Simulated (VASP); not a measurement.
These are PW91 GGA, VASP's PBE PAW potentials (set 64) (plane waves; VASP) values and carry that method's errors.

VASP ran on this input.

File KPOINTS:
```
Automatic mesh
0
Gamma
9 9 6
0 0 0
```

### INCAR
```
! general
SYSTEM =NiSb
PREC   =Accurate
ENCUT  =520   ! plane-wave cut-off (eV)
LREAL  =.False.
LASPH  =.True.

! electronic loop
EDIFF  =1E-7
NELM   =100   ! most electronic steps
ALGO   =Normal   ! blocked Davidson
LMAXMIX=4

! smearing
ISMEAR =1
SIGMA  =0.1   ! width (eV)

! functional
GGA    =91   ! PW91

! ions
IBRION =2
NSW    =30   ! most ionic steps
ISIF   =4   ! ions and shape, fixed volume
EDIFFG =-0.01

! output
LWAVE  =.False.
LCHARG =.False.
```

### POSCAR
```
NiSb
1.0
  1.9669267455  -3.4068172249   0.0000000000
  1.9669267455   3.4068172249   0.0000000000
  0.0000000000   0.0000000000   5.1249055027
Ni Sb
2 2
Cartesian
  0.0000000000   0.0000000000   2.5624527513
  0.0000000000   0.0000000000   0.0000000000
  1.9669267455   1.1356080128   1.2812263757
  1.9669267455  -1.1356080128   3.8436791270
```

POTCAR, in this order: Ni Sb (PBE.64 set). Program: vasp_std.

The run wrote:

### OSZICAR
```
       N       E                     dE             d eps       ncg     rms          rms(c)
DAV:   1     0.170107931704E+03    0.17011E+03   -0.12683E+04  1824   0.163E+03
DAV:   2    -0.122699133479E+02   -0.18238E+03   -0.17724E+03  1836   0.322E+02
DAV:   3    -0.214031004430E+02   -0.91332E+01   -0.88475E+01  2122   0.887E+01
DAV:   4    -0.216485266074E+02   -0.24543E+00   -0.24387E+00  2044   0.136E+01
DAV:   5    -0.216563986415E+02   -0.78720E-02   -0.78705E-02  2227   0.258E+00    0.130E+01
DAV:   6    -0.240260318342E+02   -0.23696E+01   -0.32545E+01  1997   0.104E+02    0.164E+01
DAV:   7    -0.203372978677E+02    0.36887E+01   -0.12359E+01  1986   0.735E+01    0.387E+00
DAV:   8    -0.203909961401E+02   -0.53698E-01   -0.14503E+00  2513   0.107E+01    0.266E+00
DAV:   9    -0.203275295575E+02    0.63467E-01   -0.27091E-01  2048   0.895E+00    0.616E-01
DAV:  10    -0.203281495984E+02   -0.62004E-03   -0.85599E-03  1951   0.885E-01    0.458E-01
DAV:  11    -0.203277047197E+02    0.44488E-03   -0.65004E-04  2317   0.223E-01    0.132E-01
DAV:  12    -0.203275455313E+02    0.15919E-03   -0.50833E-04  2620   0.370E-01    0.308E-02
DAV:  13    -0.203275488446E+02   -0.33133E-05   -0.60426E-05  2004   0.654E-02    0.261E-02
DAV:  14    -0.203275478009E+02    0.10437E-05   -0.15510E-06  2706   0.146E-02    0.103E-02
DAV:  15    -0.203275476922E+02    0.10868E-06   -0.29144E-07  1636   0.399E-03    0.207E-03
DAV:  16    -0.203275474920E+02    0.20017E-06   -0.43640E-08  1002   0.323E-03    0.886E-04
DAV:  17    -0.203275474284E+02    0.63622E-07   -0.45214E-08  1002   0.247E-03
   1 F= -.20327547E+02 E0= -.20327326E+02  d E =-.203275E+02
       N       E                     dE             d eps       ncg     rms          rms(c)
DAV:   1    -0.203277138066E+02   -0.16631E-03   -0.39053E-03  1908   0.508E-01    0.766E-02
DAV:   2    -0.203276451263E+02    0.68680E-04   -0.21027E-04  2416   0.263E-01    0.547E-02
DAV:   3    -0.203276270022E+02    0.18124E-04   -0.22960E-04  1993   0.294E-01    0.442E-02
DAV:   4    -0.203275970368E+02    0.29965E-04   -0.64153E-05  2331   0.144E-01    0.467E-03
DAV:   5    -0.203275973655E+02   -0.32873E-06   -0.68624E-06  1937   0.333E-02    0.290E-03
DAV:   6    -0.203275973118E+02    0.53692E-07   -0.22020E-07  1403   0.721E-03
   2 F= -.20327597E+02 E0= -.20327370E+02  d E =-.498834E-04
```

File OUTCAR:
```
------------------------ aborting loop because EDIFF is reached ----------------------------------------
  FORCE on cell =-STRESS in cart. coord.  units (eV):
  Direction    XX          YY          ZZ          XY          YZ          ZX
  --------------------------------------------------------------------------------------
  Total        1.5258557      1.5258558      1.4891104      0.0000000      0.0000000      0.0000000
  in kB       35.5935378     35.5935414     34.7363844      0.0000000      0.0000000      0.0000000
  external PRESSURE =      35.3078212 kB  Pullay stress =       0.0000000 kB
  volume of cell :       68.68
      direct lattice vectors                 reciprocal lattice vectors
     1.967672312 -3.408108591  0.000000000     0.254107352 -0.146708940 -0.000000000
     1.967672312  3.408108591 -0.000000000     0.254107352  0.146708940  0.000000000
     0.000000000 -0.000000000  5.121022494     0.000000000  0.000000000  0.195273503
 POSITION                                       TOTAL-FORCE (eV/Angst)
 -----------------------------------------------------------------------------------
      1.96767      3.40811      2.56051         0.000000     -0.000000     -0.000000
      1.96767      3.40811     -0.00000        -0.000000     -0.000000     -0.000000
      1.96767      1.13604      1.28026        -0.000000      0.000000      0.000000
      1.96767     -1.13604      3.84077         0.000000     -0.000000     -0.000000
 -----------------------------------------------------------------------------------
    total drift:                                0.000000      0.000000      0.000000
  FREE ENERGIE OF THE ION-ELECTRON SYSTEM (eV)
  ---------------------------------------------------
  free  energy   TOTEN  =       -20.3275973118 eV

  energy  without entropy=      -20.3269166633  energy(sigma->0) =      -20.32737043

 reached required accuracy - stopping structural energy minimisation
```
(Selected blocks of OUTCAR.)

### CONTCAR
```
NiSb
   1.00000000000000
     1.9676723121724349   -3.4081085905477035    0.0000000000000000
     1.9676723121724349    3.4081085905477035   -0.0000000000000000
     0.0000000000000000   -0.0000000000000000    5.1210224943060725
  Ni              Sb
     2     2
Direct
     0.0000000000000000    1.0000000000000000    0.5000000000000000
     0.0000000000000000    1.0000000000000000    0.0000000000000000
     0.3333330000000032    0.6666669999999968    0.2500000000000000
     0.6666669999999968    0.3333330000000032    0.7500000000000000
```

The compound is NiSb in the NiAs type structure. This cell is one point of a volume scan, at 0.97 of the reference volume. Symmetry was kept, so distortions that lower it aren't found. The run is not spin-polarised, so no magnetic state was tried.
